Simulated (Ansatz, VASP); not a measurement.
## One calculation of HfMoC2, two programs

INCAR

```
PREC = Accurate
ENCUT = 520
EDIFF = 1E-7
ISMEAR = 0
SIGMA = 0.1
LREAL = F
LASPH = T
NELM = 80
ALGO = Normal
ISIF = 2
LWAVE = F
LCHARG = F
GGA = PE
NBANDS = 24
```

The input KPOINTS:

```
Automatic mesh
0
Gamma
  6 6 4
```

POSCAR

```
HfMoC2
1.0
    3.1914229400      0.0000000000      0.0000000000
    0.0000000000      3.1914229400      0.0000000000
    0.0000000000      0.0000000000      4.4851641700
Hf Mo C
1 1 2
Direct
    0.0000000000      0.0000000000      0.0000000000
    0.5000000000      0.5000000000      0.5000000000
    0.0000000000      0.0000000000      0.5000000000
    0.5000000000      0.5000000000      0.0000000000
```

Input for Ansatz:

```yaml
crystal:
  lattice:
    - [3.19142294, 0.0, 0.0]
    - [0.0, 3.19142294, 0.0]
    - [0.0, 0.0, 4.48516417]
  atoms:
    - { symbol: Hf, position: [0.0, 0.0, 0.0] }
    - { symbol: Mo, position: [0.5, 0.5, 0.5] }
    - { symbol: C, position: [0.0, 0.0, 0.5] }
    - { symbol: C, position: [0.5, 0.5, 0.0] }
basis:
  ecutwfc: 420
kpoints:
  mp_grid: { grid: [6, 6, 4] }
hamiltonian:
  xc: pbe
scf:
  occupations: { method: gaussian, width: 0.1 }
  lower_state_search: "off"
output:
  forces: true
  stress: true
  eigenvalues: true
```

Alike in both runs: task single point; functional PBE; k mesh 6 × 6 × 4; occupations gaussian, width 0.1 eV; no spin polarisation.

|  | VASP | Ansatz |
| --- | --- | --- |
| version | VASP 6.6.1 | Ansatz 0.2.0 |
| potentials or method | VASP PAW PBE potentials, release 64 (Hf_pv, Mo_sv, C) | scalar-relativistic, plane waves, PAW |
| plane-wave cutoff (eV) | 520 | 420 |
| valence electrons in the cell | 32 | 48 |

|  | VASP | Ansatz | Ansatz less VASP |
| --- | --- | --- | --- |
| gap on the k mesh at the Fermi level (eV) | none | none | - |
| pressure (GPa) | -0.6 | -0.4 | +0.12 |
| largest component of the traceless stress (GPa) | 3.16 | 3.10 | -0.065 |

A gap of «none» marks a metal or a gap that the smearing closes. With one functional, cell and mesh, what is left measures potentials, basis and numerics. The two sets of potentials don't hold the same shells in valence.

Spin-orbit coupling is left out, which matters for the levels of Hf.
